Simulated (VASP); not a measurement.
GW runs with VASP on SrO (rock salt), on PBE orbitals with a Kohn-Sham gap of 3.31 eV on the mesh.

```
SrO
1.0
    0.00000     2.58000     2.58000
    2.58000     0.00000     2.58000
    2.58000     2.58000     0.00000
Sr O
1 1
Cartesian
  0.00000   0.00000   0.00000
  2.58000   2.58000   2.58000
```

Run with PREC = Normal, 500 eV cut-off, 4×4×4 Γ-centred mesh, Gaussian smearing of 0.010 eV, potentials Sr_sv_GW O_GW_new.

The mesh is coarse and the basis finite, so the quasiparticle values are not converged.

| run | level | NBANDS | ENCUTGW (eV) | QP gap (eV) | smallest direct QP gap (eV) |
|---|---|---|---|---|---|
| run 1 | G0W0@PBE, 1 step(s) | 64 | 150 | 4.78 | 4.90 |
| run 2 | G0W0@PBE, 1 step(s) | 160 | 200 | 4.95 | 5.07 |
| run 3 | evGW0@PBE, 4 step(s) | 160 | 200 | ? | ? |

Question: Some entries are withheld; supply them.

Answer: 
- run 3, QP gap (eV): 5.37
- run 3, smallest direct QP gap (eV): 5.49

Left out are failed runs and those that VASP or the mesh makes unfit.

The compound is SrO in the rock salt structure. The cell was not relaxed at this level.
